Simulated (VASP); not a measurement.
Computed with PBEsol GGA, VASP's PBE PAW potentials (set 64) (plane waves; VASP).

VASP ran on this input.

POSCAR:
```
VSe
1
    0.0000000000     2.8079151873     2.8079151873
    2.8079151873     0.0000000000     2.8079151873
    2.8079151873     2.8079151873     0.0000000000
V Se
1 1
Direct
  0.0000000000   0.0000000000   0.0000000000
  0.2500000000   0.2500000000   0.2500000000
```

### KPOINTS
```
Automatic mesh
0
gamma
10 10 10
```

**INCAR**
```
SYSTEM = VSe
PREC = Accurate
ENCUT = 400
EDIFF = 1E-6
NELM = 100
ALGO = Normal
LREAL = .FALSE.
LASPH = .TRUE.
ISMEAR = 1
SIGMA = 0.1
GGA = PS
LMAXMIX = 4
ISPIN = 2
MAGMOM = -2.2 0.1
LORBIT = 10
LWAVE = .FALSE.
LCHARG = .FALSE.
IBRION = 2
ISIF = 3
NSW = 60
EDIFFG = -0.01
```

POTCAR, in this order: V_sv Se (PBE.64 set). Program: vasp_std.

Output of the run:

OSZICAR:
```
       N       E                     dE             d eps       ncg     rms          rms(c)
DAV:   1     0.121893932150E+03    0.12189E+03   -0.83557E+03  2792   0.107E+03
DAV:   2    -0.926139094823E+01   -0.13116E+03   -0.12837E+03  2746   0.322E+02
DAV:   3    -0.148263625585E+02   -0.55650E+01   -0.55043E+01  3384   0.663E+01
DAV:   4    -0.148838242546E+02   -0.57462E-01   -0.57156E-01  2800   0.713E+00
DAV:   5    -0.148842779875E+02   -0.45373E-03   -0.45373E-03  3256   0.684E-01    0.140E+01
DAV:   6    -0.141110956563E+02    0.77318E+00   -0.13426E+01  3134   0.344E+01    0.705E+00
DAV:   7    -0.139113125608E+02    0.19978E+00   -0.19816E+00  2770   0.164E+01    0.352E+00
DAV:   8    -0.139058660124E+02    0.54465E-02   -0.93698E-02  2686   0.255E+00    0.109E+00
DAV:   9    -0.139109436310E+02   -0.50776E-02   -0.48556E-03  2944   0.606E-01    0.353E-01
DAV:  10    -0.139115794656E+02   -0.63583E-03   -0.94699E-04  2800   0.220E-01    0.132E-01
DAV:  11    -0.139115940026E+02   -0.14537E-04   -0.22635E-04  3070   0.157E-01    0.593E-02
DAV:  12    -0.139116025936E+02   -0.85910E-05   -0.27057E-05  2782   0.480E-02    0.259E-02
DAV:  13    -0.139116051111E+02   -0.25175E-05   -0.29576E-06  2858   0.148E-02    0.925E-03
DAV:  14    -0.139116052410E+02   -0.12997E-06   -0.12094E-06  1974   0.838E-03
   1 F= -.13911605E+02 E0= -.13911851E+02  d E =-.139116E+02  mag=    -2.4057
       N       E                     dE             d eps       ncg     rms          rms(c)
DAV:   1    -0.140222708611E+02   -0.11067E+00   -0.20763E+00  2680   0.191E+01    0.316E+00
DAV:   2    -0.139313114340E+02    0.90959E-01   -0.83425E-01  2692   0.103E+01    0.171E+00
DAV:   3    -0.139147192222E+02    0.16592E-01   -0.80405E-02  2816   0.316E+00    0.331E-01
DAV:   4    -0.139129385959E+02    0.17806E-02   -0.81639E-03  2668   0.612E-01    0.207E-01
DAV:   5    -0.139128832490E+02    0.55347E-04   -0.56704E-04  3058   0.258E-01    0.126E-01
DAV:   6    -0.139128378984E+02    0.45351E-04   -0.94621E-05  2770   0.805E-02    0.452E-02
DAV:   7    -0.139128405865E+02   -0.26881E-05   -0.26710E-05  2860   0.487E-02    0.785E-03
DAV:   8    -0.139128395345E+02    0.10520E-05   -0.31796E-06  2696   0.132E-02    0.499E-03
DAV:   9    -0.139128393788E+02    0.15571E-06   -0.14664E-07  1316   0.470E-03
   2 F= -.13912839E+02 E0= -.13912910E+02  d E =-.123414E-02  mag=    -2.3781
       N       E                     dE             d eps       ncg     rms          rms(c)
DAV:   1    -0.139257452351E+02   -0.12906E-01   -0.23594E-01  2668   0.651E+00    0.105E+00
DAV:   2    -0.139157326422E+02    0.10013E-01   -0.97595E-02  2692   0.359E+00    0.565E-01
DAV:   3    -0.139135177447E+02    0.22149E-02   -0.92498E-03  2796   0.108E+00    0.109E-01
DAV:   4    -0.139132952890E+02    0.22246E-03   -0.10689E-03  2680   0.204E-01    0.750E-02
DAV:   5    -0.139132821702E+02    0.13119E-04   -0.12505E-04  2932   0.121E-01    0.422E-02
DAV:   6    -0.139132770300E+02    0.51402E-05   -0.15377E-05  2972   0.303E-02    0.202E-02
DAV:   7    -0.139132763610E+02    0.66901E-06   -0.45458E-06  2704   0.209E-02
   3 F= -.13913276E+02 E0= -.13913408E+02  d E =-.167112E-02  mag=    -2.3880
```

OUTCAR:
```
------------------------ aborting loop because EDIFF is reached ----------------------------------------
  FORCE on cell =-STRESS in cart. coord.  units (eV):
  Direction    XX          YY          ZZ          XY          YZ          ZX
  --------------------------------------------------------------------------------------
  Total        0.0012002      0.0012002      0.0012002      0.0000000     -0.0000000      0.0000000
  in kB        0.0439811      0.0439811      0.0439811      0.0000000     -0.0000000      0.0000000
  external PRESSURE =       0.0439811 kB  Pullay stress =       0.0000000 kB
  volume of cell :       43.72
      direct lattice vectors                 reciprocal lattice vectors
     0.000000000  2.796100335  2.796100335    -0.178820479  0.178820479  0.178820479
     2.796100335  0.000000000  2.796100335     0.178820479 -0.178820479  0.178820479
     2.796100335  2.796100335  0.000000000     0.178820479  0.178820479 -0.178820479
 POSITION                                       TOTAL-FORCE (eV/Angst)
 -----------------------------------------------------------------------------------
      0.00000      0.00000      0.00000         0.000000      0.000000      0.000000
      1.39805      1.39805      1.39805        -0.000000     -0.000000     -0.000000
 -----------------------------------------------------------------------------------
    total drift:                               -0.000000     -0.000000     -0.000000
  FREE ENERGIE OF THE ION-ELECTRON SYSTEM (eV)
  ---------------------------------------------------
  free  energy   TOTEN  =       -13.9132763610 eV

  energy  without entropy=      -13.9136720906  energy(sigma->0) =      -13.91340827

 total charge

# of ion       s       p       d       tot
------------------------------------------
    1        2.230   6.143   3.142  11.515
    2        1.433   2.475   0.071   3.979
--------------------------------------------------
tot          3.663   8.618   3.213  15.494

 magnetization (x)

# of ion       s       p       d       tot
------------------------------------------
    1       -0.038  -0.016  -2.075  -2.130
    2        0.011   0.099  -0.042   0.068
--------------------------------------------------
tot         -0.027   0.082  -2.117  -2.062

 reached required accuracy - stopping structural energy minimisation
```
(Selected blocks of OUTCAR.)

CONTCAR:
```
VSe
   1.00000000000000
     0.0000000000000000    2.7961003351720848    2.7961003351720848
     2.7961003351720848    0.0000000000000000    2.7961003351720848
     2.7961003351720848    2.7961003351720848    0.0000000000000000
  V               Se
     1     1
Direct
     0.0000000000000000    0.0000000000000000    0.0000000000000000
     0.2500000000000000    0.2500000000000000    0.2500000000000000
```

The structure was generated: VSe was put into the zinc blende type (F-43m), which need not be its known phase. This run relaxes it. Symmetry was kept, so distortions that lower it aren't found. The start is the result of an earlier pass.
